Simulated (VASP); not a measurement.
SnO (Romarchite):

```xyz
4
Lattice="3.7986 0.0000 0.0000 0.0000 3.7986 0.0000 0.0000 0.0000 4.8408" Properties=species:S:1:pos:R:3 pbc="T T T"
Sn    1.8993    0.0000    1.1468
Sn    0.0000    1.8993    3.6940
O     0.0000    0.0000    0.0000
O     1.8993    1.8993    0.0000
```

```yaml
Program: VASP 6.6.1
Task: relaxation of cell and atoms
Functional: PBE
Dispersion: D3(BJ)
Potentials_or_basis: VASP PAW PBE potentials, release 64 (Sn_d, O)
Cutoff: 600 eV
k_mesh: 8 × 8 × 6
Occupations: gaussian, width 0.03 eV
Spin: no spin polarisation
```

At the start: pressure 2.8 GPa; volume 17.46 Å³/atom.

Question: Where does the relaxation end?

Answer: Over 15 steps the energy falls by 7.0 meV/atom and the volume is 17.39 Å³/atom (-0.4 %); space group P4/nmm (No. 129, to 0.05 Å).

Step by step:
| step | energy change (eV) | largest force (eV/Å) | pressure (GPa) | volume (Å³) |
| --- | --- | --- | --- | --- |
| 1 | 0.0000 | 0.5986 | 2.85 | 69.85 |
| 2 | 0.0007 | 0.5050 | -2.93 | 73.04 |
| 3 | -0.0222 | 0.0328 | -0.21 | 71.39 |
| 4 | -0.0222 | 0.0443 | -0.09 | 71.36 |
| 5 | -0.0234 | 0.0545 | -0.12 | 71.24 |
| 6 | -0.0256 | 0.0856 | -0.12 | 70.88 |
| 7 | -0.0239 | 0.1446 | -0.08 | 70.13 |
| 8 | -0.0259 | 0.1072 | -0.12 | 70.66 |
| 9 | -0.0269 | 0.0494 | -0.19 | 70.42 |
| 10 | -0.0275 | 0.0452 | -0.41 | 69.97 |
| 11 | -0.0279 | 0.0041 | 0.09 | 69.37 |
| 12 | -0.0280 | 0.0122 | -0.01 | 69.50 |
| 13 | -0.0280 | 0.0142 | -0.05 | 69.53 |
| 14 | -0.0280 | 0.0153 | -0.02 | 69.52 |
| 15 | -0.0280 | 0.0041 | -0.02 | 69.55 |

Final structure:
```cif
data_structure
_symmetry_space_group_name_H-M 'P 1'
_symmetry_Int_Tables_number 1
_cell_length_a 3.8354
_cell_length_b 3.8354
_cell_length_c 4.7281
_cell_angle_alpha 90.000
_cell_angle_beta 90.000
_cell_angle_gamma 90.000
_cell_volume 69.55
loop_
_atom_site_label
_atom_site_type_symbol
_atom_site_fract_x
_atom_site_fract_y
_atom_site_fract_z
_atom_site_occupancy
Sn1 Sn 0.50000 0.00000 0.24596 1
Sn2 Sn 0.00000 0.50000 0.75404 1
O1 O 0.00000 0.00000 0.00000 1
O2 O 0.50000 0.50000 0.00000 1
```

Caveat: pairwise dispersion overbinds metals, which lowers pressure and volume.
